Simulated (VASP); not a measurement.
Data:

```
CELL_PARAMETERS angstrom
      1.27317    -2.20520     0.00000
      1.27317     2.20520     0.00000
      0.00000     0.00000     4.21165
ATOMIC_POSITIONS crystal
  B  0.66667 0.33333 0.50022
  B  0.29406 0.62740 0.00022
  N  0.66667 0.33333 0.87478
  N  0.33333 0.66667 0.37478
```

All values below come from r2SCAN meta-GGA, VASP's PBE PAW potentials (set 64) (plane waves; VASP). Settings: 600 eV cut-off, 10×10×6 Γ-centred mesh, Gaussian smearing of 0.050 eV, potentials B N.

Q: Which forces act on the atoms, in eV/Å?

A: 
| atom | Fx | Fy | Fz |
|---|---|---|---|
| B1 | -0.011 | 0.003 | 0.014 |
| B2 | 2.502 | -0.352 | 0.255 |
| N3 | -1.985 | 0.350 | -0.249 |
| N4 | -0.506 | -0.001 | -0.020 |

Q: Give the stress tensor in GPa (positive for a compressed cell).

A: 
```
 2.98  -1.19   1.42
-1.19   1.19  -0.96
 1.42  -0.96   0.69
```
The pressure is its mean diagonal, 1.62 GPa.

The compound is BN in the wurtzite structure, a metastable high-pressure form. This cell was strained or had an atom moved on purpose.
